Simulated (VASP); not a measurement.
```
V3Si
1.0
    4.66442     0.00000     0.00000
    0.00000     4.66442     0.00000
    0.00000     0.00000     4.66442
V Si
6 2
Direct
  0.25000   0.00000   0.50000
  0.50000   0.25000   0.00000
  0.50000   0.75000   0.00000
  0.75000   0.00000   0.50000
  0.00000   0.50000   0.75000
  0.00000   0.50000   0.25000
  0.50000   0.50000   0.50000
  0.00000   0.00000   0.00000
```

Level of theory: PBE GGA, VASP's PBE PAW potentials (set 64) (plane waves; VASP). Settings: 500 eV cut-off, 7×7×7 Γ-centred mesh, first-order Methfessel-Paxton smearing of 0.10 eV, potentials V_sv Si.

Problem. Estimate the energy per atom (σ→0), pressure, band gap (on the k-mesh) with the smallest direct gap where there is one.

Solution. 
The band gap (on the k-mesh) comes out as none (metal, semimetal or under 0.01 eV), the energy per atom (σ→0) is -8.559 eV/atom and the pressure is 4.88 GPa.

Only differences to runs with the same potentials and settings are physical.

The compound is V3Si in the A15 structure. It was relaxed first under an external pressure of 5 GPa. The run is not spin-polarised, so no magnetic state was tried.
